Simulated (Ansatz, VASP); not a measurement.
# Cross-check of Ti (Titanium) between VASP and Ansatz

One calculation is typed for both programs; each brings its own data sets. How far apart do they land? The cell is taken from a series of runs on this material, whose earlier steps may have relaxed, scaled, displaced or heated it; both programs get it as it stands.

Program: Ansatz 0.2.0. Level of theory: plane waves, with VASP 6.6.1 beside it; zone-centre phonons at LDA. Results are calculated unless marked as measured.

**1. Starting point**

The structure is hexagonal, space group P6_3/mmc (No. 194). Conventional cell: a = 2.883 Å, b = 2.883 Å, c = 4.561 Å, α = 90.00°, β = 90.00°, γ = 120.00°. Nearest to Ti lie 12 Ti at 2.82 to 2.88 Å.

**2. VASP: zone-centre phonons, LDA**

Second derivatives magnify differences that forces hide, and they need a tight electronic threshold.

Lines of VASP's logs that name or quote its potential files are left out, and so is its time.

INCAR

```
SYSTEM = Ti
PREC = Accurate
ENCUT = 500
EDIFF = 1E-08
NELM = 120
ISMEAR = 1
SIGMA = 0.2
LREAL = .FALSE.
ALGO = Normal
GGA = CA
NBANDS = 18
LASPH = .TRUE.
LORBIT = 11
LWAVE = .FALSE.
LCHARG = .FALSE.
ISIF = 2
IBRION = 8
GGA_COMPAT = .FALSE.
KPAR = 2
```

POSCAR

```
Ti
1.0
    2.8833852133      0.0000000000      0.0000000000
   -1.4416926067      2.4970848436      0.0000000000
    0.0000000000      0.0000000000      4.5613640513
Ti
2
Direct
    0.3333333333      0.6666666667      0.2500000000
    0.6666666667      0.3333333333      0.7500000000
```

KPOINTS

```
Automatic mesh
0
Gamma
18 18 12
0 0 0
```

The projector-augmented-wave data sets are Ti_sv (LDA family, release 64).

On the command line:

```console
$ mpirun -np 2 vasp_std
```

Numbers of over 12 decimals in the logs are rounded to 6 here.

Output:

```text
[banner, memory and clock lines left out]
running    2 mpi-ranks, on    1 nodes
 distrk:  each k-point on    1 cores,    2 groups
 distr:  one band on    1 cores,    1 groups

 POSCAR found type information on POSCAR Ti
 POSCAR found :  1 types and       2 ions
 LDA part: xc-table for (Slater(with rela. corr.)+CA(PZ))
 , standard interpolation
 POSCAR, INCAR and KPOINTS ok, starting setup
 FFT: planning ... GRIDC
 FFT: planning ... GRID_SOFT
 FFT: planning ... GRID
 WAVECAR not read
 entering main loop
       N       E                     dE             d eps       ncg     rms          rms(c)
DAV:   1     0.253106757954E+03    0.25311E+03   -0.13007E+04  9340   0.163E+03
DAV:   2     0.101604779636E+02   -0.24295E+03   -0.23987E+03  9482   0.450E+02
DAV:   3    -0.179414278121E+02   -0.28102E+02   -0.27768E+02 17554   0.125E+02
DAV:   4    -0.190298358238E+02   -0.10884E+01   -0.10875E+01 10636   0.261E+01
DAV:   5    -0.190817453204E+02   -0.51909E-01   -0.51901E-01 14532   0.404E+00    0.122E+01
DAV:   6    -0.170991217893E+02    0.19826E+01   -0.72173E+00 11002   0.279E+01    0.318E+00
DAV:   7    -0.170760033067E+02    0.23118E-01   -0.73985E-01 14166   0.630E+00    0.202E+00
DAV:   8    -0.171012924579E+02   -0.25289E-01   -0.22483E-01 10688   0.594E+00    0.741E-01
DAV:   9    -0.170923377945E+02    0.89547E-02   -0.48341E-02 10814   0.249E+00    0.800E-02
DAV:  10    -0.170927972432E+02   -0.45945E-03   -0.30559E-03 13630   0.365E-01    0.916E-02
DAV:  11    -0.170928150022E+02   -0.17759E-04   -0.20063E-04 12022   0.123E-01    0.401E-02
DAV:  12    -0.170928049514E+02    0.10051E-04   -0.40239E-05 11062   0.612E-02    0.411E-03
DAV:  13    -0.170928046052E+02    0.34622E-06   -0.25332E-06 13578   0.124E-02    0.265E-03
DAV:  14    -0.170928048806E+02   -0.27540E-06   -0.49676E-07 10158   0.648E-03    0.856E-04
DAV:  15    -0.170928048682E+02    0.12381E-07   -0.59818E-08 11112   0.154E-03    0.142E-04
DAV:  16    -0.170928048685E+02   -0.26876E-09   -0.14337E-09  5368   0.340E-04
   1 F= -.17092805E+02 E0= -.17094112E+02  d E =0.392223E-02
 Linear response reoptimize wavefunctions to high precision
DAV:   1    -0.170928048710E+02   -0.24497E-08   -0.57568E-10  5810   0.262E-04
DAV:   2    -0.170928048710E+02   -0.11823E-10   -0.11817E-10  5190   0.114E-04
 Linear response DOF=           2
 Linear response progress:
  Degree of freedom:   1/  2
       N       E                     dE             d eps       ncg     rms          rms(c)
RMM:   1    -0.552332794776E+00   -0.55233E+00    0.29417E+01 41455   0.137E+02
RMM:   2    -0.531039448489E+00    0.21293E-01   -0.33194E-01 75048   0.468E+00    0.279E-01
RMM:   3    -0.528210005804E+00    0.28294E-02   -0.19927E-02 83952   0.124E+00    0.123E-01
RMM:   4    -0.528713405620E+00   -0.50340E-03   -0.77835E-03 98764   0.533E-01    0.170E-02
RMM:   5    -0.529372506252E+00   -0.65910E-03   -0.14921E-03104055   0.204E-01    0.107E-02
RMM:   6    -0.529712758807E+00   -0.34025E-03   -0.64102E-04102688   0.101E-01    0.129E-02
RMM:   7    -0.530221168251E+00   -0.50841E-03   -0.12025E-04 95152   0.497E-02    0.352E-03
RMM:   8    -0.530466232567E+00   -0.24506E-03   -0.51806E-05102395   0.274E-02    0.896E-04
RMM:   9    -0.530472935986E+00   -0.67034E-05   -0.12321E-05106347   0.137E-02    0.509E-04
RMM:  10    -0.530489596172E+00   -0.16660E-04    0.10045E-05104148   0.744E-03    0.173E-04
RMM:  11    -0.530499361327E+00   -0.97652E-05   -0.65819E-06105155   0.435E-03    0.143E-04
RMM:  12    -0.530497548336E+00    0.18130E-05    0.37715E-06105236   0.256E-03    0.476E-05
RMM:  13    -0.530495050665E+00    0.24977E-05   -0.31326E-06104483   0.168E-03    0.676E-05
RMM:  14    -0.530498376098E+00   -0.33254E-05   -0.32354E-07100344   0.117E-03    0.154E-05
RMM:  15    -0.530498727058E+00   -0.35096E-06   -0.32384E-06107009   0.853E-04    0.124E-05
RMM:  16    -0.530499268458E+00   -0.54140E-06   -0.94624E-07 97566   0.660E-04    0.255E-05
RMM:  17    -0.530498241271E+00    0.10272E-05   -0.23394E-06 97854   0.537E-04    0.113E-05
RMM:  18    -0.530498325592E+00   -0.84321E-07   -0.61463E-07106119   0.442E-04    0.109E-05
RMM:  19    -0.530498307997E+00    0.17595E-07   -0.15976E-06105410   0.376E-04    0.156E-05
RMM:  20    -0.530498476202E+00   -0.16820E-06   -0.46251E-07 98001   0.335E-04    0.126E-05
RMM:  21    -0.530498366490E+00    0.10971E-06   -0.92487E-07 99900   0.303E-04    0.166E-05
RMM:  22    -0.530498381934E+00   -0.15444E-07   -0.28359E-07104159   0.280E-04    0.159E-05
RMM:  23    -0.530498383705E+00   -0.17706E-08   -0.64735E-07107219   0.260E-04    0.173E-05
RMM:  24    -0.530498399944E+00   -0.16239E-07   -0.16230E-07 97189   0.245E-04    0.177E-05
 first order change of Fermi-energy   0.60457E-04
 force on displaced ion       1 direction 1 :  -1.197  -0.000   0.000
 Linear response progress:
  Degree of freedom:   2/  2
       N       E                     dE             d eps       ncg     rms          rms(c)
RMM:   1    -0.657322821340E+00   -0.65732E+00    0.32400E+01 14251   0.139E+02
RMM:   2    -0.625607892295E+00    0.31715E-01   -0.33828E-01 26217   0.473E+00    0.291E-01
RMM:   3    -0.623512639151E+00    0.20953E-02   -0.24621E-02 28783   0.130E+00    0.127E-01
RMM:   4    -0.624917309717E+00   -0.14047E-02   -0.10132E-02 33037   0.572E-01    0.493E-02
RMM:   5    -0.625366555403E+00   -0.44925E-03   -0.17955E-03 31147   0.232E-01    0.207E-02
RMM:   6    -0.625963020026E+00   -0.59646E-03   -0.73052E-04 34900   0.121E-01    0.109E-02
RMM:   7    -0.626295100909E+00   -0.33208E-03   -0.11367E-04 34726   0.540E-02    0.719E-03
RMM:   8    -0.626834513240E+00   -0.53941E-03   -0.43129E-05 31108   0.330E-02    0.247E-03
RMM:   9    -0.626842662894E+00   -0.81497E-05   -0.11738E-05 34791   0.168E-02    0.996E-04
RMM:  10    -0.626816213095E+00    0.26450E-04   -0.91422E-06 34702   0.926E-03    0.251E-04
RMM:  11    -0.626819030869E+00   -0.28178E-05   -0.66619E-06 36304   0.543E-03    0.215E-04
RMM:  12    -0.626824680588E+00   -0.56497E-05   -0.67591E-06 34995   0.346E-03    0.105E-04
RMM:  13    -0.626829367876E+00   -0.46873E-05   -0.84768E-06 35333   0.240E-03    0.957E-05
RMM:  14    -0.626827435931E+00    0.19319E-05   -0.67292E-06 35379   0.171E-03    0.270E-05
[...]
RMM:  26    -0.626828181466E+00   -0.13655E-07   -0.15545E-06 32985   0.384E-04    0.120E-05
RMM:  27    -0.626828202694E+00   -0.21228E-07   -0.14555E-06 34669   0.376E-04    0.733E-06
RMM:  28    -0.626828148532E+00    0.54162E-07   -0.15529E-06 34013   0.349E-04    0.665E-06
RMM:  29    -0.626828144120E+00    0.44119E-08   -0.12265E-06 32941   0.334E-04    0.548E-06
RMM:  30    -0.626828146713E+00   -0.25929E-08   -0.11902E-06 34057   0.322E-04    0.396E-06
RMM:  31    -0.626828138344E+00    0.83693E-08   -0.11207E-06 34042   0.307E-04    0.385E-06
RMM:  32    -0.626828140957E+00   -0.26129E-08   -0.10277E-06 33261   0.296E-04    0.373E-06
RMM:  33    -0.626828147111E+00   -0.61538E-08   -0.98046E-07 33640   0.285E-04    0.377E-06
 first order change of Fermi-energy  -0.17559E-03
 force on displaced ion       1 direction 3 :   0.000   0.000  -3.271
 Linear response finished
```

From OUTCAR (step 2):

```text
ion  position               nearest neighbor table
   1  0.333  0.667  0.250-   2 2.82   2 2.82   2 2.82   2 2.82   2 2.82   2 2.82
   2  0.667  0.333  0.750-   1 2.82   1 2.82   1 2.82   1 2.82   1 2.82   1 2.82

  LATTYP: Found a hexagonal cell.
 ALAT       =     2.8833852133
 C/A-ratio  =     1.5819475075

 Subroutine GETGRP returns: Found 24 space group operations
 (whereof 12 operations were pure point group operations)

The static configuration has the point symmetry D_3d.
 The point group associated with its full space group is D_6h.

 Found    259 irreducible k-points:

   k-points           NKPTS =    259   k-points in BZ     NKDIM =    259   number of bands    NBANDS=     18

   dimension x,y,z NGX =    24 NGY =   24 NGZ =   36
   dimension x,y,z NGXF=    48 NGYF=   48 NGZF=   72

   ENCUT  =  500.0 eV  36.75 Ry    6.06 a.u.   5.26  5.26  8.32*2*pi/ulx,y,z

   NELECT =      24.0000    total number of electrons

 k-points in reciprocal lattice and weights: Automatic mesh
   0.00000000  0.00000000  0.00000000       0.000
   0.05555556 -0.00000000  0.00000000       0.002
   0.11111111 -0.00000000  0.00000000       0.002
   0.16666667 -0.00000000  0.00000000       0.002
   0.22222222 -0.00000000  0.00000000       0.002
   0.27777778 -0.00000000  0.00000000       0.002
   0.33333333 -0.00000000  0.00000000       0.002
   0.38888889 -0.00000000  0.00000000       0.002
   0.44444444 -0.00000000  0.00000000       0.002
[...]
0.33333333  0.27777778  0.50000000       0.003
   0.33333333  0.33333333  0.50000000       0.001

 average (electrostatic) potential at core
       1 -71.8542       2 -71.8542

  Total       -0.5396487     -0.5396487     -0.5363835      0.0000000      0.0000000      0.0000000
  in kB      -26.3263710    -26.3263710    -26.1670825      0.0000000      0.0000000      0.0000000
  external PRESSURE =     -26.2732748 kB  Pullay stress =       0.0000000 kB

  energy-cutoff  :      500.00
  volume of cell :       32.84
      direct lattice vectors                 reciprocal lattice vectors
     2.883385213  0.000000000  0.000000000     0.346814569  0.200233485  0.000000000
    -1.441692607  2.497084844  0.000000000     0.000000000  0.400466970  0.000000000
     0.000000000  0.000000000  4.561364051     0.000000000  0.000000000  0.219232666

 POSITION                                       TOTAL-FORCE (eV/Angst)
 -----------------------------------------------------------------------------------
     -0.00000      1.66472      1.14034         0.000000      0.000000      0.000000
      1.44169      0.83236      3.42102        -0.000000     -0.000000      0.000000
 -----------------------------------------------------------------------------------
    total drift:                               -0.000000      0.000000     -0.000000

 Eigenvectors and eigenvalues of the dynamical matrix
 ----------------------------------------------------

   1 f  =    5.778606 THz    36.308055 2PiTHz  192.753560 cm-1    23.898385 meV
             X         Y         Z           dx          dy          dz
     -0.000000  1.664723  1.140341     0.000000    0.000000    0.707107
      1.441693  0.832362  3.421023     0.000000    0.000000   -0.707107

   2 f  =    3.495503 THz    21.962896 2PiTHz  116.597446 cm-1    14.456234 meV
             X         Y         Z           dx          dy          dz
     -0.000000  1.664723  1.140341    -0.564225    0.426204   -0.000000
      1.441693  0.832362  3.421023     0.564225   -0.426204    0.000000

   3 f  =    3.495503 THz    21.962896 2PiTHz  116.597446 cm-1    14.456234 meV
             X         Y         Z           dx          dy          dz
     -0.000000  1.664723  1.140341    -0.426204   -0.564225    0.000000
      1.441693  0.832362  3.421023     0.426204    0.564225    0.000000

   4 f  =    0.000000 THz     0.000000 2PiTHz    0.000001 cm-1     0.000000 meV
             X         Y         Z           dx          dy          dz
     -0.000000  1.664723  1.140341     0.111240   -0.698302    0.000000
      1.441693  0.832362  3.421023     0.111240   -0.698302    0.000000

   5 f  =    0.000000 THz     0.000000 2PiTHz    0.000000 cm-1     0.000000 meV
             X         Y         Z           dx          dy          dz
     -0.000000  1.664723  1.140341     0.000000    0.000000    0.707107
      1.441693  0.832362  3.421023     0.000000    0.000000    0.707107

   6 f/i=    0.000000 THz     0.000000 2PiTHz    0.000002 cm-1     0.000000 meV
             X         Y         Z           dx          dy          dz
     -0.000000  1.664723  1.140341    -0.698302   -0.111240    0.000000
      1.441693  0.832362  3.421023    -0.698302   -0.111240    0.000000

 ELASTIC MODULI CONTR FROM IONIC RELAXATION (kBar)
 Direction    XX          YY          ZZ          XY          YZ          ZX
 --------------------------------------------------------------------------------
 XX        -162.0863    162.0863      0.0000      0.0000     -0.0000      0.0000
 YY         162.0863   -162.0863     -0.0000      0.0000      0.0000     -0.0000
 ZZ           0.0000     -0.0000     -0.0000      0.0000      0.0000     -0.0000
 XY           0.0000      0.0000      0.0000   -162.0863      0.0000     -0.0000
 YZ          -0.0000      0.0000      0.0000      0.0000     -0.0000      0.0000
 ZX           0.0000     -0.0000     -0.0000     -0.0000      0.0000     -0.0000
 --------------------------------------------------------------------------------
```

[end of part 1 of 2]

[Lines on the potential files, build, host, timing and source positions are cut from VASP's logs without a mark.]

[Logs are printed without paths, hosts, clocks, repeated set-up lines and the standing remarks that a program may print on its own settings, such as how far it seeks lower states.]

[Hosts, paths, dates, database ids (printed as entryN), source tags and the programs' standing remarks are cut or masked in the printed files.]
